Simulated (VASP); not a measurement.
VASP ran on this input.

File KPOINTS:
```
Automatic
0
gamma
11 11 11
```

### INCAR
```
ALGO  =  Normal   ! blocked Davidson
NELM  =  100   ! most electronic steps
PREC  =  Accurate
LWAVE  =  .FALSE.
LMAXMIX  =  4   ! l cut-off of mixed one-centre charges
ISMEAR  =  0   ! Gaussian
EDIFF  =  1E-6   ! SCF stop (eV)
LREAL  =  .FALSE.   ! projection in real space or not
LASPH  =  .TRUE.   ! aspherical one-centre terms
SYSTEM  =  Tc
ENCUT  =  300   ! plane-wave cut-off (eV)
SIGMA  =  0.1   ! width (eV)
ISIF  =  2
LCHARG  =  .FALSE.
```

### POSCAR
```
Tc
1
   -2.3955800000     2.3955800000     1.3070570000
    2.3955800000    -2.3955800000     1.3070570000
    2.3955800000     2.3955800000    -1.3070570000
Tc
2
Direct
  0.7500000000   0.2500000000   0.5000000000
  0.0000000000   0.0000000000   0.0000000000
```

POTCAR, in this order: Tc_pv (LDA.64 set). Program: vasp_std.

**Question.** Translate this LDA calculation to Ansatz.

**Answer.** One equivalent input (not run):
Ansatz 0.2 input:
```yaml
crystal:
  lattice:
    - [-2.3955800, 2.3955800, 1.3070570]
    - [2.3955800, -2.3955800, 1.3070570]
    - [2.3955800, 2.3955800, -1.3070570]
  atoms:
    - { symbol: Tc, position: [0.7500000, 0.2500000, 0.5000000] }
    - { symbol: Tc, position: [0.0000000, 0.0000000, 0.0000000] }
kpoints:
  mp_grid: { grid: [11, 11, 11] }
hamiltonian:
  xc: lda
  pseudopotentials: { kind: paw }
scf:
  occupations: { method: gaussian, width: 0.1 }
  max_iter: 100
output: { forces: true, stress: true, eigenvalues: true }
```
Limits of the translation: each code has its own PAW files, so the cut-off isn't converted (ENCUT is set for VASP's; basis.ecutwfc is left out, and Ansatz then takes the one that its files recommend); Ansatz stops its SCF on the density residual and VASP on the energy change (EDIFF); Ansatz's lda is the Perdew-Wang form, while the LDA potentials of VASP carry Perdew-Zunger's.

The structure was generated: Tc was put into an ordered model structure, which need not be its known phase. The cell was not relaxed at this level. The run is one of a series of settings (GGA removed, POTCAR Tc_pv (LDA.64 set) against the base run), some of them coarse on purpose.
